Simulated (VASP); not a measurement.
These are PBE GGA, VASP's PBE PAW potentials (set 64) (plane waves; VASP 6.6.1) values and carry that method's errors.

The input files of a VASP run:

**INCAR**
```
ALGO = Fast
EDIFF = 1E-5
EDIFFG = -0.03
ENCUT = 400
GGA = PE
IBRION = 2
ISIF = 2
ISMEAR = 0
LASPH = T
LCHARG = F
LMAXMIX = 4
LREAL = Auto
LWAVE = T
NELM = 100
NELMIN = 4
NSW = 20
PREC = Normal
SIGMA = 0.05
SYSTEM = Zn36O36
```

### POSCAR
```
Zn36O36
1
    4.9283490727    -8.5361523472     0.0000000000
    4.9283490727     8.5361523472     0.0000000000
    0.0000000000     0.0000000000    10.6049128450
Zn O
36 36
Direct
  0.2222220000   0.1111110000   0.2500000000
  0.1111110000   0.2222220000   0.0000000000
  0.2222220000   0.1111110000   0.7500000000
  0.1111110000   0.2222220000   0.5000000000
  0.2222220000   0.4444440000   0.2500000000
  0.1111110000   0.5555560000   0.0000000000
  0.2222220000   0.4444440000   0.7500000000
  0.1111110000   0.5555560000   0.5000000000
  0.2222220000   0.7777780000   0.2500000000
  0.1111110000   0.8888890000   0.0000000000
  0.2222220000   0.7777780000   0.7500000000
  0.1111110000   0.8888890000   0.5000000000
  0.5555560000   0.1111110000   0.2500000000
  0.4444440000   0.2222220000   0.0000000000
  0.5555560000   0.1111110000   0.7500000000
  0.4444440000   0.2222220000   0.5000000000
  0.5555560000   0.4444440000   0.2500000000
  0.4444440000   0.5555560000   0.0000000000
  0.5555560000   0.4444440000   0.7500000000
  0.4444440000   0.5555560000   0.5000000000
  0.5555560000   0.7777780000   0.2500000000
  0.4444440000   0.8888890000   0.0000000000
  0.5555560000   0.7777780000   0.7500000000
  0.4444440000   0.8888890000   0.5000000000
  0.8888890000   0.1111110000   0.2500000000
  0.7777780000   0.2222220000   0.0000000000
  0.8888890000   0.1111110000   0.7500000000
  0.7777780000   0.2222220000   0.5000000000
  0.8888890000   0.4444440000   0.2500000000
  0.7777780000   0.5555560000   0.0000000000
  0.8888890000   0.4444440000   0.7500000000
  0.7777780000   0.5555560000   0.5000000000
  0.8888890000   0.7777780000   0.2500000000
  0.7777780000   0.8888890000   0.0000000000
  0.8888890000   0.7777780000   0.7500000000
  0.7777780000   0.8888890000   0.5000000000
  0.2222220000   0.1111110000   0.4410000000
  0.1111110000   0.2222220000   0.1910000000
  0.2222220000   0.1111110000   0.9410000000
  0.1111110000   0.2222220000   0.6910000000
  0.2222220000   0.4444440000   0.4410000000
  0.1111110000   0.5555560000   0.1910000000
  0.2222220000   0.4444440000   0.9410000000
  0.1111110000   0.5555560000   0.6910000000
  0.2222220000   0.7777780000   0.4410000000
  0.1111110000   0.8888890000   0.1910000000
  0.2222220000   0.7777780000   0.9410000000
  0.1111110000   0.8888890000   0.6910000000
  0.5555560000   0.1111110000   0.4410000000
  0.4444440000   0.2222220000   0.1910000000
  0.5555560000   0.1111110000   0.9410000000
  0.4444440000   0.2222220000   0.6910000000
  0.5555560000   0.4444440000   0.4410000000
  0.4444440000   0.5555560000   0.1910000000
  0.5555560000   0.4444440000   0.9410000000
  0.4444440000   0.5555560000   0.6910000000
  0.5555560000   0.7777780000   0.4410000000
  0.4444440000   0.8888890000   0.1910000000
  0.5555560000   0.7777780000   0.9410000000
  0.4444440000   0.8888890000   0.6910000000
  0.8888890000   0.1111110000   0.4410000000
  0.7777780000   0.2222220000   0.1910000000
  0.8888890000   0.1111110000   0.9410000000
  0.7777780000   0.2222220000   0.6910000000
  0.8888890000   0.4444440000   0.4410000000
  0.7777780000   0.5555560000   0.1910000000
  0.8888890000   0.4444440000   0.9410000000
  0.7777780000   0.5555560000   0.6910000000
  0.8888890000   0.7777780000   0.4410000000
  0.7777780000   0.8888890000   0.1910000000
  0.8888890000   0.7777780000   0.9410000000
  0.7777780000   0.8888890000   0.6910000000
```

File KPOINTS:
```
Automatic mesh
0
Gamma
1 1 1
0 0 0
```

POTCAR, in this order: Zn O (PBE.64 set). Program: vasp_gam.

The supercell is sampled at Γ alone, which is coarse: total energies, pressure and levels can be off, energies of defects by several tenths of an eV.

### Question
Predict the energy per atom (σ→0).

### Answer

```yaml
energy per atom (σ→0): -4.444 eV/atom
```

**OSZICAR**
```
...
DAV:   1    -0.319922409360E+03    0.14529E-01   -0.93079E+00   856   0.585E+00    0.640E-01
RMM:   2    -0.319944427216E+03   -0.22018E-01   -0.22974E-01   776   0.994E-01    0.410E-01
RMM:   3    -0.319945959514E+03   -0.15323E-02   -0.26484E-02   776   0.331E-01    0.184E-01
RMM:   4    -0.319946077711E+03   -0.11820E-03   -0.35180E-03   795   0.115E-01    0.123E-01
RMM:   5    -0.319946064659E+03    0.13051E-04   -0.64897E-04   760   0.503E-02    0.324E-02
RMM:   6    -0.319946074288E+03   -0.96283E-05   -0.17114E-04   651   0.202E-02    0.237E-02
RMM:   7    -0.319946077213E+03   -0.29255E-05   -0.19996E-05   495   0.796E-03
   3 F= -.31994608E+03 E0= -.31994608E+03  d E =-.356608E-01
```

The cell is a supercell, built from ZnO (wurtzite).
